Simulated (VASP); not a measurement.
Consider the following.

```
Ni3Si
1.0
    3.45611     0.00000     0.00000
    0.00000     3.45611     0.00000
    0.00000     0.00000     3.45611
Si Ni
1 3
Direct
  0.00000   0.00000   0.00000
  0.00000   0.50000   0.50000
  0.50000   0.00000   0.50000
  0.50000   0.50000   0.00000
```

Calculation: AM05 GGA, VASP's PBE PAW potentials (set 64) (plane waves; VASP). Run with 520 eV cut-off, 8×8×8 Γ-centred mesh, first-order Methfessel-Paxton smearing of 0.10 eV, potentials Si Ni.

Predict the energy per atom (σ→0), band gap (on the k-mesh) with the smallest direct gap where there is one.

- band gap (on the k-mesh): none (metal, semimetal or under 0.01 eV)
- energy per atom (σ→0): -6.384 eV/atom

Total energies compare only between runs with the same potentials, cut-off and functional.

The compound is Ni3Si in the L1_2 structure. It was relaxed first. The start is the result of an earlier pass. The run is not spin-polarised, so no magnetic state was tried.
